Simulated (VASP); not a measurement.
```xyz
2
Lattice="2.9780 0.0000 0.0000 0.0000 2.9780 0.0000 0.0000 0.0000 2.9780" Properties=species:S:1:pos:R:3 pbc="T T T"
Al     1.4890     1.4890     1.4890
Ru     0.0000     0.0000     0.0000
```

Computed with PBE GGA with D4 dispersion, VASP's PBE PAW potentials (set 64) (plane waves; VASP). Run with 520 eV cut-off, 14×14×14 Γ-centred mesh, tetrahedra with Blöchl corrections, potentials Al Ru_pv.

Predict the energy per atom (σ→0), band gap (on the k-mesh) with the smallest direct gap where there is one.

The band gap (on the k-mesh) comes out as none (metal, semimetal or under 0.01 eV) and the energy per atom (σ→0) is -7.602 eV/atom.

The compound is RuAl in the CsCl type structure. It was relaxed first. The electron count is odd and the run is not spin-polarised, which forces a metal.
